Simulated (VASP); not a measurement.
Write the native input for VASP 6.6.1 that does the following.

```
Task                   : band structure
Functional             : vdW-DF-cx
Potentials or basis    : VASP PAW PBE potentials, release 64 (Hf_pv, In_d, Si, O)
Cutoff                 : 520 eV
k mesh                 : 6 × 6 × 4
Occupations            : fermi-dirac, width 0.05 eV
Spin                   : no spin polarisation
Further INCAR settings : ALGO = Fast; EDIFF = 1e-07
```

HfIn4SiO6:

```
Hf In Si O
1.0
     2.69295   -4.65747    0.00745
     2.69295    4.65747    0.00745
    -1.86497    0.00000    7.18084
Hf In Si O
1 4 1 6
Direct
  0.78825 0.21175 0.00000
  0.62152 0.37848 0.50000
  0.45501 0.54499 0.00000
  0.28460 0.71540 0.50000
  0.95785 0.04215 0.50000
  0.12165 0.87835 0.00000
  0.05987 0.11267 0.86300
  0.88733 0.94013 0.13700
  0.79391 0.53583 0.86287
  0.46417 0.20609 0.13713
  0.15407 0.62940 0.13704
  0.37060 0.84593 0.86296
```

The cell was built by a generator and needn't be a form met in nature.

The input as run:

POSCAR

```
HfIn4SiO6                               
1.0
    2.6929492949     -4.6574677750      0.0074541761
    2.6929492949      4.6574677750      0.0074541761
   -1.8649707311      0.0000000000      7.1808422771
  Hf              In              Si              O             
     1     4     1     6
Direct
     0.7882510740811154    0.2117489259188848    0.0000000000000000
     0.6215248933984935    0.3784751066015064    0.5000000000000000
     0.4550082474042836    0.5449917525957163    0.0000000000000000
     0.2845988543202313    0.7154011456797685    0.5000000000000000
     0.9578544998536931    0.0421455001463069    0.5000000000000000
     0.1216525153347252    0.8783474846652748    0.0000000000000000
     0.0598679190398791    0.1126674779159846    0.8629995537287738
     0.8873325220840155    0.9401320809601211    0.1370004462712263
     0.7939051973295593    0.5358290550150683    0.8628722431231793
     0.4641709449849318    0.2060948026704406    0.1371277568768207
     0.1540698398389276    0.6293965076698672    0.1370413638563874
     0.3706034923301327    0.8459301601610724    0.8629586361436125
```

INCAR.step1

```
PREC = Accurate
ENCUT = 520
EDIFF = 1E-7
ISMEAR = -1
SIGMA = 0.05
LREAL = False
LASPH = True
NELM = 60
ALGO = Fast
ISIF = 2
LWAVE = False
LCHARG = True
LMAXMIX = 4
GGA = CX
LUSE_VDW = True
AGGAC = 0.0
KPAR = 4
```

KPOINTS.step1

```
Automatic mesh
0
Gamma
  6 6 4
```

INCAR.step2

```
PREC = Accurate
ENCUT = 520
EDIFF = 1E-7
ISMEAR = 0
SIGMA = 0.05
LREAL = False
LASPH = True
NELM = 60
ALGO = Fast
ISIF = 2
LWAVE = False
LCHARG = False
LMAXMIX = 4
GGA = CX
LUSE_VDW = True
AGGAC = 0.0
KPAR = 4
ICHARG = 11
```

KPOINTS.step2

```
path GYFHZIF1,H1Y1XGN,MG
10
line-mode
reciprocal
 0.0000000000  0.0000000000  0.0000000000  G
-0.3333490070 -0.3333490070  0.0569735895  Y

-0.3333490070 -0.3333490070  0.0569735895  Y
-0.3635935574 -0.3635935574  0.4067587612  F

-0.3635935574 -0.3635935574  0.4067587612  F
-0.3031044566 -0.3031044566  0.7071884177  H

-0.3031044566 -0.3031044566  0.7071884177  H
 0.0000000000  0.0000000000  0.5000000000  Z

 0.0000000000  0.0000000000  0.5000000000  Z
-0.5000000000  0.5000000000  0.5000000000  I

-0.5000000000  0.5000000000  0.5000000000  I
-0.6364064426  0.3635935574  0.5932412388  F1

-0.6968955434  0.3031044566  0.2928115823  H1
-0.6666509930  0.3333490070 -0.0569735895  Y1

-0.6666509930  0.3333490070 -0.0569735895  Y1
-0.5000000000  0.5000000000  0.0000000000  X

-0.5000000000  0.5000000000  0.0000000000  X
 0.0000000000  0.0000000000  0.0000000000  G

 0.0000000000  0.0000000000  0.0000000000  G
-0.5000000000  0.0000000000  0.0000000000  N

-0.5000000000  0.0000000000  0.5000000000  M
 0.0000000000  0.0000000000  0.0000000000  G
```

Potentials or basis: VASP PAW PBE potentials, release 64 (Hf_pv, In_d, Si, O).

The run is started by

```bash
$ cat potpaw_PBE.64/Hf_pv/POTCAR potpaw_PBE.64/In_d/POTCAR potpaw_PBE.64/Si/POTCAR potpaw_PBE.64/O/POTCAR > POTCAR
$ cp INCAR.step1 INCAR
$ cp KPOINTS.step1 KPOINTS
$ mpirun -np 4 vasp_std > vasp.out
$ cp INCAR.step2 INCAR
$ cp KPOINTS.step2 KPOINTS
$ mpirun -np 4 vasp_std > vasp.out
```

Results of the run:

```json
{"Band gap along the path": "none (metal or under the smearing width)"}
```

Caveat: the log is that of the step along the path at fixed density, whose energy, stress, charges and moments have no meaning; spin-orbit coupling is left out, which moves the levels of the heavy elements.

Run time: 9.7 min on 4 MPI ranks on Intel(R) Xeon(R) 6975P-C (Granite Rapids) (shared host), peak memory 1.4 GiB a rank.
